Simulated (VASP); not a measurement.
Input for VASP

KPOINTS:
```
Automatic mesh
0
Gamma
1 1 1
0 0 0
```

INCAR:
```
SYSTEM = SnO
PREC = Accurate
ENCUT = 520
EDIFF = 1E-6
NELM = 100
ALGO = Normal
LREAL = .FALSE.
LASPH = .TRUE.
ISMEAR = 0
SIGMA = 0.05
GGA = PE
LMAXMIX = 4
LWAVE = .FALSE.
LCHARG = .FALSE.
ISIF = 2
```

File POSCAR:
```
SnO
1.0
  3.7704460000   0.0000000000   0.0000000000
  0.0000000000   3.6933120000   0.0000000000
  0.0000000000   0.0000000000   4.7863180000
Sn O
2 2
Direct
  0.5000000000   0.0000000000   0.7620000000
  0.0000000000   0.5000000000   0.2380000000
  0.5000000000   0.5000000000   0.0000000000
  0.0231160000   0.0000000000   0.0000000000
```

POTCAR, in this order: Sn_d O (PBE.64 set). Program: vasp_std.

Question: Write an equivalent input for Ansatz.

Answer: One equivalent input (not run):
Ansatz 0.2 input:
```yaml
crystal:
  lattice:
    - [3.7704460, 0.0000000, 0.0000000]
    - [0.0000000, 3.6933120, 0.0000000]
    - [0.0000000, 0.0000000, 4.7863180]
  atoms:
    - { symbol: Sn, position: [0.5000000, 0.0000000, 0.7620000] }
    - { symbol: Sn, position: [0.0000000, 0.5000000, 0.2380000] }
    - { symbol: O, position: [0.5000000, 0.5000000, 0.0000000] }
    - { symbol: O, position: [0.0231160, 0.0000000, 0.0000000] }
kpoints:
  mp_grid: { grid: [1, 1, 1] }
hamiltonian:
  xc: pbe
  pseudopotentials: { kind: paw }
scf:
  occupations: { method: gaussian, width: 0.05 }
  max_iter: 100
output: { forces: true, stress: true, eigenvalues: true }
```
What does not carry over: each code has its own PAW files, so the cut-off isn't converted (ENCUT is set for VASP's; basis.ecutwfc is left out, and Ansatz then takes the one that its files recommend); Ansatz stops its SCF on the density residual and VASP on the energy change (EDIFF).

The compound is SnO in the litharge structure. The cell was not relaxed at this level. The k-mesh is coarse (spacing up to 1.70 per Å, 2π included), so the numbers may not be converged in it. The run is one of a series of settings (KPOINTS 1×1×1 Γ-centred mesh against the base run), some of them coarse on purpose.
